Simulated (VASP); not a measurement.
Data:

```yaml
crystal:
  lattice:
    - [0.00000, 3.03176, 3.03176]
    - [3.03176, 0.00000, 3.03176]
    - [3.03176, 3.03176, 0.00000]
  atoms:
    - { symbol: Al, position: [0.25000, 0.25000, 0.25000] }
    - { symbol: Al, position: [0.75000, 0.75000, 0.75000] }
    - { symbol: Au, position: [0.00000, 0.00000, 0.00000] }
```

The numbers are results of PW91 GGA, VASP's PBE PAW potentials (set 64) (plane waves; VASP), not measurements. Run with 520 eV cut-off, 10×10×10 Γ-centred mesh, tetrahedra with Blöchl corrections, potentials Al Au.

Unless said otherwise, spin-orbit coupling is left out, though it shifts the bands of the heavy elements here.

**Question.** Predict the energy per atom (σ→0), band gap (on the k-mesh) with the smallest direct gap where there is one.

**Answer.** 
- band gap (on the k-mesh) = none (metal, semimetal or under 0.01 eV)
- energy per atom (σ→0) = -4.004 eV/atom

Total energies compare only between runs with the same potentials, cut-off and functional.

The compound is AuAl2 in the fluorite structure. It was relaxed first. The electron count is odd and the run is not spin-polarised, which forces a metal.
